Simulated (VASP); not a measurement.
# Be2Zn2Se4 (ordered alloy cell): computed properties

These are PBEsol GGA, VASP's PBE PAW potentials (set 64) (plane waves; VASP) values and carry that method's errors.

```json
{
  "space_group": "P-4m2 (115)",
  "cell": "a = b = 3.792 Å, c = 5.432 Å, α = β = γ = 90.00°",
  "volume_per_atom": "19.52 Å^3/atom",
  "band gap (on the k-mesh)": "2.36 eV",
  "smallest direct gap (on the k-mesh)": "2.36 eV",
  "band_edge_character": "direct, Γ to Γ",
  "density": "4.94 g/cm³"
}
```

```cif
data_BeSe2Zn
_chemical_formula_sum 'Zn1 Se2 Be1'
_space_group_name_H-M_alt 'P-4m2'
_space_group_IT_number 115
_space_group_name_Hall 'P -4 -2'
_cell_length_a 3.79183
_cell_length_b 3.79183
_cell_length_c 5.43161
_cell_angle_alpha 90.000
_cell_angle_beta 90.000
_cell_angle_gamma 90.000
loop_
_atom_site_label
_atom_site_type_symbol
_atom_site_symmetry_multiplicity
_atom_site_Wyckoff_symbol
_atom_site_fract_x
_atom_site_fract_y
_atom_site_fract_z
_atom_site_occupancy
Zn1 Zn 1 a 0.00000 0.00000 0.00000 1
Se1 Se 2 g 0.50000 0.00000 0.27581 1
Be1 Be 1 c 0.50000 0.50000 0.50000 1
```
(The calculation used a cell of 8 atoms; values per cell refer to that cell.)

The structure was generated: Be2Zn2Se4 was put into an ordered model structure (P-4m2), which need not be its known phase. It was relaxed first. Symmetry was kept, so distortions that lower it aren't found.
